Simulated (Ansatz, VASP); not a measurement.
**B4C3 in two plane-wave programs**

Wanted: the spread between two codes on one cell, functional and k mesh. The cell is generated by rule, not measured, and may not be a known phase. The cell is taken from a series of runs on this material, whose earlier steps may have relaxed, scaled, displaced or heated it; both programs get it as it stands.

Main program and level: Ansatz 0.2.0; plane waves, with VASP 6.6.1 beside it; single point at r2SCAN.

The structure was built from a prototype and need not be the compound's stable phase.

## (1) Set-up

It takes space group R-3m (No. 166, trigonal). Conventional cell: a = 2.673 Å, b = 2.673 Å, c = 20.054 Å, α = 90.00°, β = 90.00°, γ = 120.00°. B has 4 C at 1.56 to 1.78 Å nearest. B has 4 C at 1.52 to 1.74 Å nearest. C has 5 B at 1.52 to 1.78 Å nearest. C has 6 B at 1.74 Å nearest. Farther neighbours are not listed.

Structure file:

```cif
data_structure
_symmetry_space_group_name_H-M 'R-3m:H'
_symmetry_Int_Tables_number 166
_cell_length_a 2.6726
_cell_length_b 2.6726
_cell_length_c 20.0544
_cell_angle_alpha 90.000
_cell_angle_beta 90.000
_cell_angle_gamma 120.000
_cell_volume 124.05
loop_
_atom_site_label
_atom_site_type_symbol
_atom_site_symmetry_multiplicity
_atom_site_Wyckoff_symbol
_atom_site_fract_x
_atom_site_fract_y
_atom_site_fract_z
_atom_site_occupancy
B1 B 6 c 0.33333 0.66667 0.79467 1
B2 B 6 c 0.33333 0.66667 0.95967 1
C1 C 6 c 0.33333 0.66667 0.88367 1
C2 C 3 a 0.00000 0.00000 0.00000 1
```

## (2) VASP: single point, r2SCAN

With cell and atoms fixed, the geometry can't cause a difference; cores, projectors, grids and the points listed under the comparison can.

Lines of VASP's logs that name or quote its potential files are left out, and so is its time.

Contents of INCAR:

```
SYSTEM = B4C3
PREC = Accurate
ENCUT = 660
EDIFF = 1E-06
NELM = 120
ISMEAR = 0
SIGMA = 0.1
LREAL = .FALSE.
ALGO = Normal
METAGGA = R2SCAN
LASPH = .TRUE.
NBANDS = 19
LORBIT = 11
LWAVE = .FALSE.
LCHARG = .FALSE.
ISIF = 2
GGA_COMPAT = .FALSE.
EFERMI = MIDGAP
LMIXTAU = .TRUE.
KPAR = 2
```

Contents of POSCAR:

```
B4C3
1.0
    1.3362900000      0.7715100000      6.6848100000
   -1.3362900000      0.7715100000      6.6848100000
    0.0000000000     -1.5430200000      6.6848100000
B C
4 3
Direct
    0.1280000000      0.1280000000      0.1280000000
    0.8720000000      0.8720000000      0.8720000000
    0.2930000000      0.2930000000      0.2930000000
    0.7070000000      0.7070000000      0.7070000000
    0.2170000000      0.2170000000      0.2170000000
    0.7830000000      0.7830000000      0.7830000000
    0.0000000000      0.0000000000      0.0000000000
```

Contents of KPOINTS:

```
Automatic mesh
0
Gamma
9 9 9
0 0 0
```

Potentials, in the order of the species: B and C (PBE family, release 64).

Run with:

```sh
mpirun -np 2 vasp_std
```

Numbers of over 12 decimals in the logs are rounded to 6 here.

Output:

```text
[banner, memory and clock lines left out]
running    2 mpi-ranks, on    1 nodes
 distrk:  each k-point on    1 cores,    2 groups
 distr:  one band on    1 cores,    1 groups

 POSCAR found type information on POSCAR B C
 POSCAR found :  2 types and       7 ions
|                                                                             |
|               ----> ADVICE to this user running VASP <----                  |
|                                                                             |
|     You enforced a specific xc type in the INCAR file but a different       |
|     [... a line on the potential file left out ...]
|     I HOPE YOU KNOW WHAT YOU ARE DOING!                                     |
|                                                                             |

 LDA part: xc-table for (None), standard interpolation
 POSCAR, INCAR and KPOINTS ok, starting setup
 FFT: planning ... GRIDC
 FFT: planning ... GRID_SOFT
 FFT: planning ... GRID
 WAVECAR not read
 entering main loop
       N       E                     dE             d eps       ncg     rms          rms(c)
DAV:   1     0.663950511284E+02    0.66395E+02   -0.15109E+04  3230   0.152E+03
DAV:   2    -0.599379369146E+02   -0.12633E+03   -0.12105E+03  4186   0.266E+02
DAV:   3    -0.645245695805E+02   -0.45866E+01   -0.45567E+01  4308   0.460E+01
DAV:   4    -0.645569793116E+02   -0.32410E-01   -0.32384E-01  4228   0.391E+00
DAV:   5    -0.645572186650E+02   -0.23935E-03   -0.23932E-03  4214   0.330E-01    0.114E+01
DAV:   6    -0.586073733300E+02    0.59498E+01   -0.75528E+00  3735   0.173E+01    0.654E+00
DAV:   7    -0.558619069510E+02    0.27455E+01   -0.11292E+00  4098   0.853E+00    0.270E+00
DAV:   8    -0.561335024250E+02   -0.27160E+00   -0.14387E+00  3584   0.829E+00    0.219E+00
DAV:   9    -0.562527409587E+02   -0.11924E+00   -0.15458E-01  3643   0.344E+00    0.886E-01
DAV:  10    -0.566880823034E+02   -0.43534E+00   -0.13697E-01  3353   0.312E+00    0.629E-01
DAV:  11    -0.566879104132E+02    0.17189E-03   -0.13165E-02  3475   0.105E+00    0.162E-01
DAV:  12    -0.567052036438E+02   -0.17293E-01   -0.90820E-03  3549   0.859E-01    0.390E-02
DAV:  13    -0.567051889850E+02    0.14659E-04   -0.41553E-04  3991   0.186E-01    0.873E-02
DAV:  14    -0.567054538769E+02   -0.26489E-03   -0.27661E-04  3448   0.162E-01    0.312E-02
DAV:  15    -0.567056223780E+02   -0.16850E-03   -0.91884E-05  3482   0.101E-01    0.106E-02
DAV:  16    -0.567056507004E+02   -0.28322E-04   -0.10858E-05  3856   0.319E-02    0.402E-03
DAV:  17    -0.567056532527E+02   -0.25523E-05   -0.18716E-06  2297   0.142E-02    0.158E-03
DAV:  18    -0.567056534116E+02   -0.15885E-06   -0.32387E-07  1906   0.542E-03
   1 F= -.56705653E+02 E0= -.56705653E+02  d E =-.439832E-26
```

Parts of OUTCAR (step 2):

```text
ion  position               nearest neighbor table
   1  0.128  0.128  0.128-   6 1.56   6 1.56   6 1.56   5 1.78
   2  0.872  0.872  0.872-   5 1.56   5 1.56   5 1.56   6 1.78
   3  0.293  0.293  0.293-   5 1.52   7 1.74   7 1.74   7 1.74
   4  0.707  0.707  0.707-   6 1.52   7 1.74   7 1.74   7 1.74
   5  0.217  0.217  0.217-   3 1.52   2 1.56   2 1.56   2 1.56   1 1.78
   6  0.783  0.783  0.783-   4 1.52   1 1.56   1 1.56   1 1.56   2 1.78
   7  0.000  0.000  0.000-   4 1.74   4 1.74   3 1.74   3 1.74   4 1.74   3 1.74

  LATTYP: Found a trigonal (rhomboedric) cell.
 ALAT       =     6.8605818544
 COS(alpha) =     0.9241227331

 Subroutine GETGRP returns: Found 12 space group operations
 (whereof 12 operations were pure point group operations)

The static configuration has the point symmetry D_3d.

 Found     85 irreducible k-points:

   k-points           NKPTS =     85   k-points in BZ     NKDIM =     85   number of bands    NBANDS=     19

   dimension x,y,z NGX =    60 NGY =   60 NGZ =   60
   dimension x,y,z NGXF=   120 NGYF=  120 NGZF=  120

   ENCUT  =  660.0 eV  48.51 Ry    6.96 a.u.  14.37 14.37 14.37*2*pi/ulx,y,z

   NELECT =      24.0000    total number of electrons

 k-points in reciprocal lattice and weights: Automatic mesh
   0.00000000  0.00000000  0.00000000       0.001
   0.11111111  0.00000000 -0.00000000       0.008
   0.22222222  0.00000000 -0.00000000       0.008
   0.33333333  0.00000000 -0.00000000       0.008
   0.44444444  0.00000000 -0.00000000       0.008
   0.11111111  0.11111111 -0.00000000       0.008
   0.22222222  0.11111111 -0.00000000       0.016
   0.33333333  0.11111111 -0.00000000       0.016
   0.44444444  0.11111111 -0.00000000       0.016
[...]
0.44444444  0.44444444  0.44444444       0.003
  -0.44444444  0.44444444  0.44444444       0.008

 average (electrostatic) potential at core
       1 -25.1667       2 -25.1667       3 -26.4630       4 -26.4630       5 -46.4979
       6 -46.4979       7 -47.6444

 E-fermi :  10.2309

 k-point     1 :       0.0000    0.0000    0.0000
  band No.  band energies     occupation
    ...
      8       7.4583      2.00000
      9       7.4583      2.00000
     10       8.9077      2.00000
     11       9.5008      2.00000
     12       9.5008      2.00000
     13      12.9051      0.00000
     14      12.9051      0.00000
     15      15.3710      0.00000
     16      16.4388      0.00000
     17      16.4389      0.00000
    ...

 k-point     2 :       0.1111    0.0000   -0.0000
  band No.  band energies     occupation
    ...
      8       6.0829      2.00000
      9       6.7283      2.00000
     10       8.2526      2.00000
     11       8.6161      2.00000
     12       9.0378      2.00000
     13      12.9582      0.00000
     14      13.6789      0.00000
     15      15.3131      0.00000
     16      16.4418      0.00000
     17      17.4536      0.00000
    ...

 k-point     3 :       0.2222    0.0000   -0.0000
  band No.  band energies     occupation
    ...
      8       4.7589      2.00000
      9       5.4093      2.00000
     10       5.7316      2.00000
     11       7.6984      2.00000
     12       8.0964      2.00000
     13      12.7324      0.00000
     14      14.5444      0.00000
     15      14.8491      0.00000
     16      16.0899      0.00000
     17      16.5466      0.00000
    ...

  Total        4.3915441      4.3915738     11.7058499      0.0000000     -0.0000000      0.0000000
  in kB      170.1552030    170.1563537    453.5560208      0.0000000     -0.0000000      0.0000000
  external PRESSURE =     264.6225258 kB  Pullay stress =       0.0000000 kB

  energy-cutoff  :      660.00
  volume of cell :       41.35
      direct lattice vectors                 reciprocal lattice vectors
     1.336290000  0.771510000  6.684810000     0.374170277  0.216026580  0.049864294
    -1.336290000  0.771510000  6.684810000    -0.374170277  0.216026580  0.049864294
     0.000000000 -1.543020000  6.684810000     0.000000000 -0.432053160  0.049864294

 POSITION                                       TOTAL-FORCE (eV/Angst)
 -----------------------------------------------------------------------------------
      0.00000      0.00000      2.56697         0.000000     -0.000000      1.395141
      0.00000      0.00000     17.48746         0.000000     -0.000000     -1.395141
      0.00000      0.00000      5.87595         0.000000     -0.000000      2.289615
      0.00000      0.00000     14.17848         0.000000      0.000000     -2.289615
      0.00000      0.00000      4.35181         0.000000     -0.000000      2.164709
      0.00000      0.00000     15.70262         0.000000      0.000000     -2.164709
      0.00000      0.00000      0.00000         0.000000     -0.000000      0.000000
 -----------------------------------------------------------------------------------
    total drift:                                0.000000     -0.000000      0.000000

  FREE ENERGIE OF THE ION-ELECTRON SYSTEM (eV)
  ---------------------------------------------------
  free  energy   TOTEN  =       -56.7056534116 eV

  energy  without entropy=      -56.7056534116  energy(sigma->0) =      -56.70565341

 total charge
# of ion       s       p       d       tot
------------------------------------------
    1        0.735   1.349   0.000   2.084
    2        0.735   1.349   0.000   2.084
    3        0.683   1.183   0.000   1.866
    4        0.683   1.183   0.000   1.866
    5        0.872   1.933   0.000   2.805
    6        0.872   1.933   0.000   2.805
    7        0.832   1.765   0.000   2.598
--------------------------------------------------
tot          5.413  10.695   0.000  16.108

[... 3 further parts left out ...]
```

The run ends at a pressure of 26.46 GPa, with forces up to 2.3 eV/Å.

## (3) Ansatz: single point, r2SCAN

Ansatz runs on its default PAW (the set named soft_2) files.

The same cell, functional, mesh and smearing now go to Ansatz, which takes its cutoff from its data sets.

Contents of input.yaml:

```yaml
crystal:
  lattice:
    - [1.33629, 0.77151, 6.68481]
    - [-1.33629, 0.77151, 6.68481]
    - [0.0, -1.54302, 6.68481]
  atoms:
    - { symbol: B, position: [0.128, 0.128, 0.128] }
    - { symbol: B, position: [0.872, 0.872, 0.872] }
    - { symbol: B, position: [0.293, 0.293, 0.293] }
    - { symbol: B, position: [0.707, 0.707, 0.707] }
    - { symbol: C, position: [0.217, 0.217, 0.217] }
    - { symbol: C, position: [0.783, 0.783, 0.783] }
    - { symbol: C, position: [0.0, 0.0, 0.0] }
kpoints:
  mp_grid: { grid: [9, 9, 9] }
hamiltonian:
  xc: r2scan
scf:
  occupations: { method: gaussian, width: 0.1 }
output:
  forces: true
  stress: true
  eigenvalues: true
```

Run with:

```sh
ansatz run input.yaml --threads 8 --pin off --max-ram 14336MiB --backend cpu --events-out ev --progress --plain --runs-dir out
```

Output:

```text
basis.fft_grid_basis auto: the FFT boxes are laid along the combinations [[1, 0, -1], [0, 1, -1], [0, 0, 1]] of the cell's own vectors, 2.673, 2.673 and 6.861 Å long. The dense box has 20×20×54 points. Along the cell's own vectors, as sized, it would have 54×54×54, 7.29 times as many. Of the 12 symmetry operations that the crystal satisfies within crystal.symmetry.tolerance (time reversal apart; of a slab, those that [...]
Engine: ansatz 0.2.0, x86_64-unknown-linux-gnu
Pseudopotentials: kind: paw
Pseudopotential: B, paw, valence charge 3, recommended cutoff 500 eV (meta_gga), B.paw.azcp
Pseudopotential: C, paw, valence charge 4, recommended cutoff 500 eV (meta_gga), C.paw.azcp
Functional definition: r2SCAN
  parameter k0 = 0.174
  parameter k1 = 0.065
  parameter a1 = 4.9479
  exchange = r2scan_x(k0 = k0, k1 = k1, a1 = a1)
  correlation = r2scan_c
Crystal: 7 atoms, lattice volume = 41.351 Å³
Basis set: ecut = 500 eV, 1039 PW (Γ), FFT grids on a1−a3, a2−a3, a3, exchange–correlation on 80×80×216 points (64 copies of the dense FFT grid, shifted against one another)
Bands: 19, of which v1, the nominal top of the filled ones, is band 12 counted from 1 (11 counted from 0)
Symmetry: 12 space group operations
Space group: R-3m (ITA 166), of the structure as read, at distance tolerance 3.5e-5 Å
k-points: 85 of 729
Non-local potential: B, projectors of the file, l = 0: 2, l = 1: 2, l = 2: 1
Non-local potential: C, projectors of the file, l = 0: 2, l = 1: 2, l = 2: 1
PAW form: soft (Blöchl's): semilocal exchange-correlation on the pseudo side does not see the compensation charge
PAW frozen core: B, regenerated for the run's functional (the file was generated under x = pbe(κ = 0.804, μ = 0.219515), c = pbe(β = 0.066725))
PAW frozen core: C, regenerated for the run's functional (the file was generated under x = pbe(κ = 0.804, μ = 0.219515), c = pbe(β = 0.066725))
PAW one-centre angular grid: B, 302 points (default); XC on 160 Gauss nodes
PAW one-centre angular grid: C, 302 points (default); XC on 239 of its mesh's 2573 points in the sphere
Initial density: superposition of atomic densities (neutral atoms: chi_scale 0, normalization atom), corrected by the library's trained network
Initial wavefunctions: pseudopotential atomic-orbital guess
Functional: x = r2scan, c = r2scan; τ floored in thin density (d = 2e-4 eV/Å³)
SCF iter   1: F=—  HF=-1378.480007 eV  |F-HF|=—  |Δ(HF+E_count)|=         —  Δρ=1.98e-2  dr2=2.22e-1  dr2_τ=1.34e0  ethr=1.77e-3  ⟨swp⟩=6.0  Hψ=8893  notcnv=0  defer=7
preconditioner: auto → none  [insulator: Δε(μ)=1.651 eV  Ē_g=15.265 eV  σ=0.100 eV  W_gap=1.00  n_scr=4 (ndim 8)  ℏωp=28.3 eV  f_vac=0.000  D(μ)=0.00/eV (n_scr^D=0)  ε∞_Penn≈4.4]
SCF iter   2: F=—  HF=-1378.707295 eV  |F-HF|=—  |Δ(HF+E_count)|=   2.27e-1  Δρ=9.53e-3  dr2=9.91e-2  dr2_τ=4.61e-3  ethr=9.25e-4  ⟨swp⟩=2.7  Hψ=3810  notcnv=0  defer=139
SCF iter   3: F=—  HF=-1378.690407 eV  |F-HF|=—  |Δ(HF+E_count)|=   1.69e-2  Δρ=5.11e-3  dr2=1.43e-2  dr2_τ=6.18e-4  ethr=4.13e-4  ⟨swp⟩=2.2  Hψ=2503  notcnv=0  defer=54
automatic band count: iteration 3 solves 18 bands in place of 19: the levels show a gap, and the empty bands left out lie too high to hold charge; the band table lists the bands solved (type scf.n_extra_bands for more)
SCF iter   4: F=—  HF=-1378.688522 eV  |F-HF|=—  |Δ(HF+E_count)|=   1.88e-3  Δρ=2.32e-3  dr2=1.20e-3  dr2_τ=5.67e-5  ethr=5.95e-5  ⟨swp⟩=1.6  Hψ=2101  notcnv=0  defer=54
SCF iter   5: F=—  HF=-1378.688632 eV  |F-HF|=—  |Δ(HF+E_count)|=   1.11e-4  Δρ=4.58e-4  dr2=3.37e-5  dr2_τ=1.40e-6  ethr=4.99e-6  ⟨swp⟩=2.6  Hψ=2308  notcnv=0  defer=54
SCF iter   6: F=—  HF=-1378.688647 eV  |F-HF|=—  |Δ(HF+E_count)|=   1.47e-5  Δρ=7.38e-5  dr2=8.97e-7  dr2_τ=8.01e-8  ethr=1.40e-7  ⟨swp⟩=2.7  Hψ=2465  notcnv=0  defer=54
SCF iter   7: F=-1378.688648 eV  HF=-1378.688648 eV  |F-HF|=6.60e-9  |Δ(HF+E_count)|=   5.78e-7  Δρ=1.21e-5  dr2=3.32e-8  dr2_τ=7.32e-9  ethr=4.17e-10  ⟨swp⟩=9.5  Hψ=7937  notcnv=0
SCF 1 converged in 7 iterations: F = -1378.688648 eV  dr2 = 3.32e-8
  greatest PAW one-centre occupation: 0.683 electrons in one spin orbital (limit 2), on the C atom at site 5 (counted from 0), in its partial waves of l = 0
SCF converged after 7 iterations
Free energy (F): -1378.688648 eV
Harris-Foulkes:  -1378.688648 eV  (|F-HF|=6.60e-9)
Internal energy: -1378.688648 eV  (E = F + TS)
E sigma→0 (E₀):  -1378.688648 eV
Fermi energy:    13.914515 eV
--- Per-component energies (eV) ---
  E_band       = 101.021548
  E_kinetic    = 486.828290
  E_local      = -272.626281  (includes V_loc(G=0)·N_el)
  E_nonlocal   = 126.729100
  E_hartree    = 72.293124
  E_xc         = -274.334260
  E_vxc        = -371.135636  (∫ρ·V_xc dr)
  E_paw        = -623.395800  (= ΣΔE_a)
  E_vpaw       = -32.242368  (= ΣTr[D̂ρ^β])
  E_aug_tail   = 0.000009  (compensation charges beyond the density's cutoff)
  E_vtau       = 18.883531  (kinetic-family band-sum trace: ∫τ·v_τ [+ j·A + Jᵃ·Aᵃ] dr)
  E_ewald      = -894.034740
  E_core_change = -0.148089  (= ΣΔE_core)
  E_smearing   = -0.000000  (= −TS)
  E_closure    = -0.000000  (closes the sum)
  Σ components = -1378.688648   (vs F -1378.688648, Δ=0.00e0)
--- Forces (eV/Å), atoms counted from 1 ---
  atom   1  B      0.00000000    -0.00000000     1.42648899
  atom   2  B      0.00000000     0.00000000    -1.42648899
  atom   3  B      0.00000000    -0.00000000     2.27070762
  atom   4  B      0.00000000     0.00000000    -2.27070762
  atom   5  C      0.00000000     0.00000000     2.17858187
  atom   6  C      0.00000000    -0.00000000    -2.17858187
  atom   7  C      0.00000000     0.00000000     0.00000000
  max |Σ_I F_I| component: 4.44e-16 eV/Å
--- Stress (GPa, compression-positive) ---
       16.929374       0.000000       0.000000
        0.000000      16.929374      -0.000000
        0.000000      -0.000000      45.098003
  P = ⅓ Tr σ = 26.3189 GPa (263.189 kbar)
--- Band table (eV; the first three rows and the last of 85) ---
  k-point 0: bands = [... 8 lower, 11.1495, 12.6034, 13.1928, 13.1928, 16.5993, 16.5993, 19.0499, 20.1633, ... 2 higher]
  k-point 1: bands = [... 8 lower, 10.4204, 11.9445, 12.3116, 12.7312, 16.6501, 17.3723, 19.0086, 20.1327, ... 2 higher]
  k-point 2: bands = [... 8 lower, 9.1020, 9.4227, 11.3939, 11.7920, 16.4208, 18.2376, 18.5497, 19.7727, ... 2 higher]
  k-point 84: bands = [... 8 lower, 10.4770, 11.0591, 11.3641, 12.0917, 16.9993, 17.8856, 19.5378, 20.1057, ... 2 higher]
```

The column dr2 measures how far the density is from self-consistency, as an energy; F and HF (Harris–Foulkes) agree once it is small.

The run ends at a pressure of 26.32 GPa, with forces up to 2.3 eV/Å.

## (4) Differences

Known differences besides the potentials themselves: VASP keeps PBE cores, Ansatz makes them for the functional; the cutoff is 500 eV in Ansatz and 660 eV in VASP. Total energies have different zeros and are not compared.

Both answers:

```tsv
quantity	Ansatz	VASP	difference
pressure (GPa)	26.32	26.46	-0.14
gap on the k mesh (eV)	1.451	1.460	-0.009
```

Forces (eV/Å; atoms numbered as in POSCAR):

```tsv
atom	Ansatz x, y, z	VASP x, y, z
B1	0.000, 0.000, 1.426	0.000, 0.000, 1.395
B2	0.000, 0.000, -1.426	0.000, 0.000, -1.395
B3	0.000, 0.000, 2.271	0.000, 0.000, 2.290
B4	0.000, 0.000, -2.271	0.000, 0.000, -2.290
C5	0.000, 0.000, 2.179	0.000, 0.000, 2.165
C6	0.000, 0.000, -2.179	0.000, 0.000, -2.165
C7	0.000, 0.000, 0.000	0.000, 0.000, 0.000
```

The forces differ by 12 meV/Å r.m.s., which is 1.1 % of the r.m.s. force of 1.063 eV/Å (both taken over all components). A gap on the mesh is an upper bound, since the band edges may lie between its points.

## (5) What came out

| Property | Result |
| --- | --- |
| r.m.s. force difference (single point, r2SCAN) | 1.1 % of the r.m.s. force |

What this shows: The r.m.s. force difference is 1.1 % of the r.m.s. force (single point, r2SCAN), within the 3 % picked in this series as the mark of a large difference. Such differences can come from data sets, numerical settings and the points named under the comparisons, not from the functional's error against experiment.

[Lines on the potential files, build, host, timing and source positions are cut from VASP's logs without a mark.]

[Logs are printed without paths, hosts, clocks, repeated set-up lines and the standing remarks that a program may print on its own settings, such as how far it seeks lower states.]

[Hosts, paths, dates, database ids (printed as entryN), source tags and the programs' standing remarks are cut or masked in the printed files.]
